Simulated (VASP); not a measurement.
Consider the following.

```
CELL_PARAMETERS angstrom
      0.00000     4.84027     5.00620
      2.81033     0.00000     5.00620
      2.81033     4.84027     0.00000
ATOMIC_POSITIONS crystal
  Ge 0.66350 0.33650 0.66350
  Ge 0.33650 0.66350 0.33650
  Ge 0.58650 0.91350 0.58650
  Ge 0.91350 0.58650 0.91350
  La 0.00000 0.00000 0.00000
  La 0.25000 0.25000 0.25000
```

Calculation: PBE GGA, VASP's PBE PAW potentials (set 64) (plane waves; VASP). Numerical set-up: 300 eV cut-off, 3×3×3 Γ-centred mesh, Gaussian smearing of 0.10 eV, potentials Ge_d La.

At this cut-off the stress carries a Pulay error, which pulls relaxed volumes low.

Which forces act on the atoms, in eV/Å?

| atom | Fx | Fy | Fz |
|---|---|---|---|
| Ge1 | 0.000 | -0.615 | 0.000 |
| Ge2 | 0.000 | 0.615 | 0.000 |
| Ge3 | 0.000 | 0.615 | 0.000 |
| Ge4 | 0.000 | -0.615 | 0.000 |
| La5 | 0.000 | 0.000 | 0.000 |
| La6 | 0.000 | 0.000 | 0.000 |

Give the stress tensor in GPa (positive for a compressed cell).

```
3.49  0.00  0.00
0.00  1.82  0.00
0.00  0.00  9.73
```
The pressure is its mean diagonal, 5.01 GPa.

The structure was generated: LaGe2 was put into an ordered model structure, which need not be its known phase. The cell was not relaxed at this level. The k-mesh is coarse (spacing up to 0.48 per Å, 2π included), so the numbers may not be converged in it.
